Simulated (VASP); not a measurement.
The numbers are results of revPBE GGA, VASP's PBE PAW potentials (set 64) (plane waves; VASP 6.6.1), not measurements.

The input files of a VASP run:

POSCAR:
```
Ni3Al
1
    3.5896905146     0.0000000000     0.0000000000
    0.0000000000     3.5896905146     0.0000000000
    0.0000000000     0.0000000000     3.5896905146
Al Ni
1 3
Direct
  0.0000000000   0.0000000000   0.0000000000
  0.0000000000   0.5000000000   0.5000000000
  0.5000000000   0.0000000000   0.5000000000
  0.5000000000   0.5000000000   0.0000000000
```

INCAR:
```
LREAL  =  F
GGA  =  RE   ! revPBE
ISIF  =  2   ! forces and stress, cell fixed
LCHARG  =  F
LORBIT  =  10
SIGMA  =  0.1   ! width (eV)
ISPIN  =  2
LMAXMIX  =  4
MAGMOM  =  -0.0 0.3 0.3 0.3
EDIFF  =  1E-7   ! SCF stop (eV)
LWAVE  =  F
LASPH  =  T   ! aspherical one-centre terms
ALGO  =  Normal
ENCUT  =  520
NELM  =  100   ! most electronic steps
SYSTEM  =  Ni3Al
ISMEAR  =  1   ! Methfessel-Paxton
PREC  =  Accurate
```

**KPOINTS**
```
K-points
0
G
 9 9 9
```

POTCAR, in this order: Al Ni (PBE.64 set). Program: vasp_std.

Question: Estimate the energy per atom (σ→0), cell moment, band gap (on the k-mesh).

Answer: 
The energy per atom (σ→0) comes out as -5.110 eV/atom, the cell moment is 0.74 μB and the band gap (on the k-mesh) comes out as none (metal, semimetal or under 0.01 eV).

**OSZICAR**
```
...
DAV:  12    -0.204393686625E+02   -0.42156E-04   -0.69230E-04  3260   0.416E-01    0.625E-02
DAV:  13    -0.204393932988E+02   -0.24636E-04   -0.77757E-05  3680   0.163E-01    0.192E-02
DAV:  14    -0.204393950757E+02   -0.17769E-05   -0.79656E-06  3292   0.333E-02    0.113E-02
DAV:  15    -0.204393943284E+02    0.74732E-06   -0.62482E-07  3104   0.106E-02    0.538E-03
DAV:  16    -0.204393939768E+02    0.35163E-06   -0.21778E-07  2312   0.616E-03    0.279E-03
DAV:  17    -0.204393937902E+02    0.18655E-06   -0.76206E-08  1544   0.543E-03    0.457E-04
DAV:  18    -0.204393938269E+02   -0.36679E-07   -0.16919E-08  1524   0.137E-03
   1 F= -.20439394E+02 E0= -.20439132E+02  d E =-.784515E-03  mag=     0.7365
```

The compound is Ni3Al in the L1_2 structure. It was relaxed first.
